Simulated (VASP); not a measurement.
Input:

```xyz
4
Lattice="3.4971 0.0000 0.0000 0.0000 3.4971 0.0000 0.0000 0.0000 3.4971" Properties=species:S:1:pos:R:3 pbc="T T T"
Al     0.0000     0.0000     0.0000
Ni     0.0000     1.7486     1.7486
Ni     1.7486     0.0000     1.7486
Ni     1.7486     1.7486     0.0000
```
Starting moments (μB, in the order of the record's atoms Al Ni Ni Ni): 0.0 0.2 0.2 0.2.

All values below come from PW91 GGA, VASP's PBE PAW potentials (set 64) (plane waves; VASP). Run with 520 eV cut-off, 9×9×9 Γ-centred mesh, first-order Methfessel-Paxton smearing of 0.10 eV, potentials Al Ni.

Question: What does the run give for the cell moment, energy per atom (σ→0), pressure, band gap (on the k-mesh) with the smallest direct gap where there is one?

Answer: 
```yaml
band gap (on the k-mesh): none (metal, semimetal or under 0.01 eV)
cell_moment: 0.00 μB
energy per atom (σ→0): -5.437 eV/atom
pressure: 12.17 GPa
```

Total energies compare only between runs with the same potentials, cut-off and functional.

The compound is Ni3Al in the L1_2 structure. This cell is one point of a volume scan, at 0.94 of the reference volume.
